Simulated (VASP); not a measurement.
## What spin-orbit coupling changes in Ta

Aim: run bands, DOS and a relaxation of Ta twice, without and with spin-orbit coupling. All runs use PBEsol. Left out of this account: 1 further run (fields: a reference on another mesh). The start is a cell from a database of measured crystal structures.

Main program and level: VASP 6.6.1; PBEsol; plane waves and PAW (Ta_pv), in the first sound run; inputs show where later runs differ.

## 1. The structure

The structure is cubic, space group Im-3m (No. 229). Conventional cell: a = 3.303 Å, b = 3.303 Å, c = 3.303 Å, α = 90.00°, β = 90.00°, γ = 90.00°. Ta has 8 Ta at 2.86 Å nearest.

As a file:

```xyz
1
Lattice="-1.6513 1.6513 1.6513 1.6513 -1.6513 1.6513 1.6513 1.6513 -1.6513" Properties=species:S:1:pos:R:3 pbc="T T T"
Ta    0.0000    0.0000    0.0000
```

## 2. Bands along the symmetry lines (PBEsol)

The mesh alone shows little of the dispersion and can miss band extrema, so KPOINTS_OPT adds a path through the symmetry points after the self-consistent cycle. PBEsol restores the gradient expansion of exchange and is tuned for the cells of solids.

The input, INCAR:

```
SYSTEM = Ta
PREC = Accurate
ENCUT = 400
EDIFF = 1E-06
NELM = 100
ISMEAR = -1
SIGMA = 0.05
LREAL = .FALSE.
ALGO = Normal
GGA = PS
NBANDS = 16
LASPH = .TRUE.
LORBIT = 11
LWAVE = .FALSE.
LCHARG = .FALSE.
KPAR = 2
```

The input, POSCAR:

```
Ta
1.0
   -1.6512800000      1.6512800000      1.6512800000
    1.6512800000     -1.6512800000      1.6512800000
    1.6512800000      1.6512800000     -1.6512800000
Ta
1
Direct
    0.0000000000      0.0000000000      0.0000000000
```

The input, KPOINTS:

```
Automatic mesh
0
Gamma
14 14 14
0 0 0
```

The input, KPOINTS_OPT:

```
Line mode
16
Line-mode
Reciprocal
  0.00000000   0.00000000   0.00000000 GAMMA
  0.50000000  -0.50000000   0.50000000 H

  0.50000000  -0.50000000   0.50000000 H
  0.00000000   0.00000000   0.50000000 N

  0.00000000   0.00000000   0.50000000 N
  0.00000000   0.00000000   0.00000000 GAMMA

  0.00000000   0.00000000   0.00000000 GAMMA
  0.25000000   0.25000000   0.25000000 P

  0.25000000   0.25000000   0.25000000 P
  0.50000000  -0.50000000   0.50000000 H

  0.25000000   0.25000000   0.25000000 P
  0.00000000   0.00000000   0.50000000 N
```

The projector-augmented-wave data sets are Ta_pv (PBE family, release 64).

Launch:

```
> mpirun -np 2 vasp_std
```

Log:

```text
[banner, memory and clock lines left out]
running    2 mpi-ranks, on    1 nodes
 distrk:  each k-point on    1 cores,    2 groups
 distr:  one band on    1 cores,    1 groups

 POSCAR found type information on POSCAR Ta
 POSCAR found :  1 types and       1 ions
|                                                                             |
|               ----> ADVICE to this user running VASP <----                  |
|                                                                             |
|     You enforced a specific xc type in the INCAR file but a different       |
|     [... a line on the potential file left out ...]
|     I HOPE YOU KNOW WHAT YOU ARE DOING!                                     |
|                                                                             |

 LDA part: xc-table for (Slater+PW92), standard interpolation
 POSCAR, INCAR and KPOINTS ok, starting setup
 FFT: planning ... GRIDC
 FFT: planning ... GRID_SOFT
 FFT: planning ... GRID
 WAVECAR not read
 entering main loop
       N       E                     dE             d eps       ncg     rms          rms(c)
DAV:   1     0.557833720143E+02    0.55783E+02   -0.47206E+03  3392   0.540E+02
DAV:   2    -0.121388972347E+02   -0.67922E+02   -0.65691E+02  4104   0.186E+02
DAV:   3    -0.130664313732E+02   -0.92753E+00   -0.92614E+00  3640   0.206E+01
DAV:   4    -0.130678951129E+02   -0.14637E-02   -0.14637E-02  4208   0.862E-01
DAV:   5    -0.130678990051E+02   -0.38922E-05   -0.38931E-05  3688   0.395E-02    0.139E+01
DAV:   6    -0.126773844550E+02    0.39051E+00   -0.19003E-01  3768   0.441E+00    0.663E+00
DAV:   7    -0.125597795466E+02    0.11760E+00   -0.14500E-01  3992   0.368E+00    0.393E-01
DAV:   8    -0.125578423970E+02    0.19371E-02   -0.26130E-03  3424   0.431E-01    0.467E-02
DAV:   9    -0.125578535546E+02   -0.11158E-04   -0.96632E-06  4240   0.265E-02    0.232E-02
DAV:  10    -0.125578493073E+02    0.42473E-05   -0.48359E-07  2664   0.703E-03    0.180E-03
DAV:  11    -0.125578493614E+02   -0.54120E-07   -0.14858E-08  1880   0.122E-03
   1 F= -.12557849E+02 E0= -.12553715E+02  d E =-.826943E-02
 Start KPOINTS_OPT (optional k-point list driver)
k-point batch [1-96\96]
       N       E                     dE             ncg
DAV:   1    -0.800958814538E+04   -0.42757E+05     3128
DAV:   2    -0.146313757839E+05   -0.66218E+04     3720
DAV:   3    -0.147204260538E+05   -0.89050E+02     3376
DAV:   4    -0.147205860898E+05   -0.16004E+00     3792
DAV:   5    -0.147205866238E+05   -0.53400E-03     3384
DAV:   6    -0.147205866264E+05   -0.26082E-05     2944
DAV:   7    -0.147205866265E+05   -0.14983E-06     2296
```

The job ended after 11 s (2 MPI ranks of AMD EPYC 7R43, shared host; peak memory 0.24 GiB; 21 s of CPU time).

Lines that name or quote the potential files are left out of all logs, and their timing lines are given in words.

From OUTCAR (step 2):

```text
ion  position               nearest neighbor table
   1  0.000  0.000  0.000-

  LATTYP: Found a body centered cubic cell.
 ALAT       =     3.3025600000

 Subroutine GETGRP returns: Found 48 space group operations
 (whereof 48 operations were pure point group operations)

The static configuration has the point symmetry O_h .

 Found    104 irreducible k-points:

   k-points           NKPTS =    104   k-points in BZ     NKDIM =    104   number of bands    NBANDS=     16

   dimension x,y,z NGX =    20 NGY =   20 NGZ =   20
   dimension x,y,z NGXF=    40 NGYF=   40 NGZF=   40

   ENCUT  =  400.0 eV  29.40 Ry    5.42 a.u.   4.66  4.66  4.66*2*pi/ulx,y,z

   NELECT =      11.0000    total number of electrons

 k-points in reciprocal lattice and weights: Automatic mesh
   0.00000000  0.00000000  0.00000000       0.000
   0.07142857  0.00000000  0.00000000       0.004
   0.14285714  0.00000000  0.00000000       0.004
   0.21428571  0.00000000  0.00000000       0.004
   0.28571429  0.00000000  0.00000000       0.004
   0.35714286  0.00000000  0.00000000       0.004
   0.42857143  0.00000000  0.00000000       0.004
   0.50000000  0.00000000  0.00000000       0.002
   0.07142857  0.07142857  0.00000000       0.009
[...]
0.50000000  0.50000000  0.42857143       0.004
   0.50000000  0.50000000  0.50000000       0.000

 average (electrostatic) potential at core
       1 -36.2484

 E-fermi :   5.3094

 k-point     1 :       0.0000    0.0000    0.0000
  band No.  band energies     occupation
      1     -27.7072      2.00000
      2     -27.7072      2.00000
      3     -27.7072      2.00000
      4      -2.6081      2.00000
      5       6.0394      0.00000
      6       6.0394      0.00000
      7       6.0394      0.00000
      8       9.3103      0.00000
      9       9.3103      0.00000
    ...

 k-point     2 :       0.0714    0.0000    0.0000
  band No.  band energies     occupation
      1     -27.7709      2.00000
      2     -27.7268      2.00000
      3     -27.7076      2.00000
      4      -2.3799      2.00000
      5       5.8920      0.00002
      6       5.9950      0.00000
      7       6.2633      0.00000
      8       9.0774      0.00000
      9       9.3113      0.00000
    ...

 k-point     3 :       0.1429    0.0000    0.0000
  band No.  band energies     occupation
      1     -27.9460      2.00000
      2     -27.7813      2.00000
      3     -27.7086      2.00000
      4      -1.7353      2.00000
      5       5.5066      0.03802
      6       5.7882      0.00014
      7       6.9235      0.00000
      8       8.7006      0.00000
      9       9.3338      0.00000
    ...

  Total       -0.4157385     -0.4157385     -0.4157385     -0.0000000     -0.0000000     -0.0000000
  in kB      -36.9835575    -36.9835575    -36.9835575     -0.0000000     -0.0000000     -0.0000000
  external PRESSURE =     -36.9835575 kB  Pullay stress =       0.0000000 kB

  energy-cutoff  :      400.00
  volume of cell :       18.01
      direct lattice vectors                 reciprocal lattice vectors
    -1.651280000  1.651280000  1.651280000     0.000000000  0.302795407  0.302795407
     1.651280000 -1.651280000  1.651280000     0.302795407  0.000000000  0.302795407
     1.651280000  1.651280000 -1.651280000     0.302795407  0.302795407  0.000000000

 POSITION                                       TOTAL-FORCE (eV/Angst)
 -----------------------------------------------------------------------------------
      0.00000      0.00000      0.00000        -0.000000      0.000000     -0.000000
 -----------------------------------------------------------------------------------
    total drift:                               -0.000000     -0.000000      0.000000

  FREE ENERGIE OF THE ION-ELECTRON SYSTEM (eV)
  ---------------------------------------------------
  free  energy   TOTEN  =       -12.5578493614 eV

  energy  without entropy=      -12.5495799353  energy(sigma->0) =      -12.55371465

 total charge
# of ion       s       p       d       tot
------------------------------------------
    1        0.370   6.170   2.395   8.935

[... 3 further parts left out ...]
```

This run has no spin polarisation. Its electron count is odd, so without a moment it is a metal by construction. Spin-orbit coupling is off here; with elements this heavy it splits and shifts levels by tenths of an eV or more. The PAW data sets were made with PBE, which is usual practice but a small mismatch for other functionals. At this level the cell is under a tension of 3.7 GPa, so at these settings it is away from equilibrium.

This step gave:

| Quantity | Value |
| --- | --- |
| SCF cycles | 11 |
| electrons | 11 |
| bands | 16 |
| irreducible k-points | 104 |
| symmetry operations | 48 |
| free energy (TOTEN) | -12.56 eV |
| energy at zero smearing | -12.55 eV |
| Fermi energy | 5.309 eV |
| pressure | -3.698 GPa |
| metallic | yes |

The electronic bands at the labelled points (eV, zero at the Fermi level; # counts the bands kept):

```
          point     #1     #2     #3    #4    #5    #6
              Γ  -7.92   0.73   0.73  0.73  4.00  4.00
0.47 of the way  -4.07  -0.57   1.09  1.09  2.91  5.11
              H  -3.80  -3.80   6.85  6.85  6.85  8.67
0.47 of the way  -2.94  -2.12   1.47  1.87  7.26  8.12
              N  -4.38  -1.54   1.62  3.88  4.91  7.82
0.47 of the way  -5.40  -0.67  -0.13  3.48  3.67  4.23
              Γ  -7.92   0.73   0.73  0.73  4.00  4.00
0.53 of the way  -4.18  -1.13  -1.13  4.19  4.19  5.97
              P  -1.22  -1.22  -1.22  5.08  5.08  7.07
0.47 of the way  -1.80  -1.51  -1.51  4.44  4.44  9.32
              H  -3.80  -3.80   6.85  6.85  6.85  8.67
      jump to P  -1.22  -1.22  -1.22  5.08  5.08  7.07
0.47 of the way  -2.89  -1.65   0.19  4.48  5.00  9.17
              N  -4.38  -1.54   1.62  3.88  4.91  7.82
```

The electronic bands as a text plot (rows in eV, shown from -7.9 to 3.7 only):

```
    3.5 | *    * *          *    ****
    3.0 |     *                          *
    2.5 |  * *          *  *      *
    2.0 |   *   *       * *        *                    *
    1.5 |   *  *         *   *          *                       *
    1.1 | ** **             * *     * **                       *
    0.6 |****            *     *   ******              *      *
    0.1 |    *             *    ****                         *
   -0.4 |     *           *       *      **           *     *
   -0.9 |                  *    **         *   * ***       *
   -1.4 |      *            ****            ******  **     **  **
   -1.9 |       *        *                   *       *      ***
   -2.3 |               *                         *** *      *
   -2.8 |       **      **                             **
   -3.3 |      *  **  **  *                 *                 *
   -3.8 |          ***     *                             **    *
   -4.3 |     *             ****           *                    *
   -4.8 |    *                  *
   -5.3 |                        *
   -5.7 |                                 *
   -6.2 |   *                     *      *
   -6.7 |                          *
   -7.2 |  *                            *
   -7.7 |**                         ****
         Γ           H       N        Γ         P        H|P    N
```

There is no gap at this level.

## 3. Bands along the symmetry lines (PBEsol + SOC)

This step: PBEsol, spin-orbit coupling; plane waves and PAW (Ta_pv) (VASP 6.6.1).

The mesh alone shows little of the dispersion and can miss band extrema, so KPOINTS_OPT adds a path through the symmetry points after the self-consistent cycle. Spin-orbit coupling needs spinors and the noncollinear program, where each band holds one electron.

Changes to INCAR since step 2:

```diff
@@ -10,4 +10,9 @@
 GGA = PS
-NBANDS = 16
+LNONCOLLINEAR = .TRUE.
+MAGMOM = 0 0 0
+NBANDS = 22
+GGA_COMPAT = .FALSE.
 LASPH = .TRUE.
+LSORBIT = .TRUE.
+LMAXMIX = 4
 LORBIT = 11
```

POSCAR is that of step 2.

KPOINTS is that of step 2.

KPOINTS_OPT is that of step 2.

Launch:

```
> mpirun -np 2 vasp_ncl
```

Log:

```text
[banner, memory and clock lines left out]
running    2 mpi-ranks, on    1 nodes
 distrk:  each k-point on    1 cores,    2 groups
 distr:  one band on    1 cores,    1 groups

 POSCAR found type information on POSCAR Ta
 POSCAR found :  1 types and       1 ions
 [... a notice as in an earlier step ...]

 LDA part: xc-table for (Slater+PW92), standard interpolation
 POSCAR, INCAR and KPOINTS ok, starting setup
 FFT: planning ... GRIDC
 FFT: planning ... GRID_SOFT
 FFT: planning ... GRID
 WAVECAR not read
 entering main loop
       N       E                     dE             d eps       ncg     rms          rms(c)
DAV:   1     0.811641056111E+02    0.81164E+02   -0.51234E+03  4576   0.850E+02
DAV:   2    -0.114440970916E+02   -0.92608E+02   -0.89808E+02  5390   0.287E+02
DAV:   3    -0.137823922851E+02   -0.23383E+01   -0.23174E+01  5540   0.448E+01
DAV:   4    -0.137936206487E+02   -0.11228E-01   -0.11226E-01  5222   0.335E+00
DAV:   5    -0.137937037130E+02   -0.83064E-04   -0.83053E-04  5506   0.260E-01    0.138E+01
DAV:   6    -0.133937670802E+02    0.39994E+00   -0.33061E-01  5282   0.654E+00    0.667E+00
DAV:   7    -0.132740630015E+02    0.11970E+00   -0.27570E-01  5320   0.549E+00    0.117E+00
DAV:   8    -0.132737895838E+02    0.27342E-03   -0.87644E-03  5388   0.553E-01    0.282E-01
DAV:   9    -0.132727516503E+02    0.10379E-02   -0.13304E-03  5396   0.456E-01    0.413E-02
DAV:  10    -0.132727350142E+02    0.16636E-04   -0.43255E-05  5208   0.782E-02    0.217E-02
DAV:  11    -0.132727327561E+02    0.22581E-05   -0.49859E-06  5434   0.262E-02    0.640E-03
DAV:  12    -0.132727327556E+02    0.45043E-09   -0.53152E-08  2996   0.264E-03
   1 F= -.13272733E+02 E0= -.13268172E+02  d E =-.912243E-02  mag=    -0.0000    -0.0000     0.0000
 Start KPOINTS_OPT (optional k-point list driver)
k-point batch [1-96\96]
       N       E                     dE             ncg
DAV:   1    -0.567155998200E+04   -0.37783E+05     4232
DAV:   2    -0.144938814144E+05   -0.88223E+04     5016
DAV:   3    -0.147045395965E+05   -0.21066E+03     5026
DAV:   4    -0.147055961651E+05   -0.10566E+01     5006
DAV:   5    -0.147056047486E+05   -0.85835E-02     4946
DAV:   6    -0.147056048701E+05   -0.12154E-03     5044
DAV:   7    -0.147056048723E+05   -0.22139E-05     4076
DAV:   8    -0.147056048724E+05   -0.10627E-06     3008
```

Elapsed: 36 s, on 2 MPI ranks; peak memory 0.35 GiB.

Parts of OUTCAR (step 3):

```text
The static configuration has the point symmetry O_h .

 Found    104 irreducible k-points:

   k-points           NKPTS =    104   k-points in BZ     NKDIM =    104   number of bands    NBANDS=     22

   NELECT =      11.0000    total number of electrons

 E-fermi :   5.2889

 k-point     1 :       0.0000    0.0000    0.0000
  band No.  band energies     occupation
    ...
      4     -25.1405      1.00000
      5     -25.1405      1.00000
      6     -25.1405      1.00000
      7      -2.6076      1.00000
      8      -2.6076      1.00000
      9       5.8698      0.00001
     10       5.8698      0.00001
     11       5.8698      0.00001
     12       5.8698      0.00001
     13       6.2868      0.00000
    ...

 k-point     2 :       0.0714    0.0000    0.0000
  band No.  band energies     occupation
    ...
      4     -25.1998      1.00000
      5     -25.1519      1.00000
      6     -25.1519      1.00000
      7      -2.3767      1.00000
      8      -2.3767      1.00000
      9       5.7763      0.00006
     10       5.7763      0.00006
     11       5.9147      0.00000
     12       5.9147      0.00000
     13       6.3675      0.00000
    ...

  Total       -0.4264169     -0.4264169     -0.4264169      0.0000000     -0.0000000      0.0000000
  in kB      -37.9334938    -37.9334938    -37.9334938      0.0000000     -0.0000000      0.0000000
  external PRESSURE =     -37.9334938 kB  Pullay stress =       0.0000000 kB

 POSITION                                       TOTAL-FORCE (eV/Angst)
 -----------------------------------------------------------------------------------
      0.00000      0.00000      0.00000        -0.000000     -0.000000     -0.000000
 -----------------------------------------------------------------------------------
    total drift:                               -0.000000     -0.000000      0.000000

  FREE ENERGIE OF THE ION-ELECTRON SYSTEM (eV)
  ---------------------------------------------------
  free  energy   TOTEN  =       -13.2727327556 eV

  energy  without entropy=      -13.2636103269  energy(sigma->0) =      -13.26817154

 Spin-Orbit-Coupling matrix elements
 Ion:    1  E_soc:     -1.4154295

 total charge
# of ion       s       p       d       tot
------------------------------------------
    1        0.369   6.168   2.407   8.945

 magnetization (x)
# of ion       s       p       d       tot
------------------------------------------
    1       -0.000   0.000   0.000   0.000

 magnetization (y)
# of ion       s       p       d       tot
------------------------------------------
    1        0.000   0.000   0.000   0.000

 magnetization (z)
# of ion       s       p       d       tot
------------------------------------------
    1        0.000   0.000   0.000   0.000

[... 7 parts as in an earlier step ...]

[... 5 further parts left out ...]
```

At this level the cell is under a tension of 3.8 GPa, so at these settings it is away from equilibrium.

Numbers from this step:

* SCF cycles: 12
* bands: 22
* free energy (TOTEN): -13.27 eV
* energy at zero smearing: -13.27 eV
* Fermi energy: 5.289 eV
* pressure: -3.793 GPa

On-site spin-orbit energy by atom:

```
atom  on-site spin-orbit energy (eV)
 Ta1                           -1.42
```

The electronic bands at the labelled points (eV, zero at the Fermi level; # counts the bands kept):

```
          point     #1     #2     #3     #4     #5     #6    #7    #8
              Γ  -7.90  -7.90   0.58   0.58   0.58   0.58  1.00  1.00
0.47 of the way  -4.03  -4.03  -0.58  -0.58   0.89   0.89  1.31  1.31
              H  -3.79  -3.79  -3.79  -3.79   6.65   6.65  6.65  6.65
0.47 of the way  -2.93  -2.93  -2.10  -2.10   1.34   1.34  2.01  2.01
              N  -4.36  -4.36  -1.54  -1.54   1.68   1.68  3.87  3.87
0.47 of the way  -5.36  -5.36  -0.68  -0.68  -0.13  -0.13  3.45  3.45
              Γ  -7.90  -7.90   0.58   0.58   0.58   0.58  1.00  1.00
0.53 of the way  -4.14  -4.14  -1.18  -1.18  -1.06  -1.06  4.03  4.03
              P  -1.59  -1.59  -1.00  -1.00  -1.00  -1.00  5.08  5.08
0.47 of the way  -1.80  -1.80  -1.61  -1.61  -1.36  -1.36  4.25  4.25
              H  -3.79  -3.79  -3.79  -3.79   6.65   6.65  6.65  6.65
      jump to P  -1.59  -1.59  -1.00  -1.00  -1.00  -1.00  5.08  5.08
0.47 of the way  -2.89  -2.89  -1.65  -1.65   0.24   0.24  4.46  4.46
              N  -4.36  -4.36  -1.54  -1.54   1.68   1.68  3.87  3.87
```

There is no gap at this level. Without the coupling there was no gap either. The run took 3.2 times the core time, with 22 spinor bands against 16.

(Continued in part 2 of 3.)

[Lines on the potential files, build, host, timing and source positions are cut from VASP's logs without a mark.]

[Logs are printed without paths, hosts, clocks, repeated set-up lines and the standing remarks that a program may print on its own settings, such as how far it seeks lower states.]

[Hosts, paths, dates, database ids (printed as entryN), source tags and the programs' standing remarks are cut or masked in the printed files.]

[A measured line is paired with the nearest computed mode of its activity, which favours agreement.]

[Band numbers marked # count the bands kept; VASP's own numbers are higher by 3 or 6.]
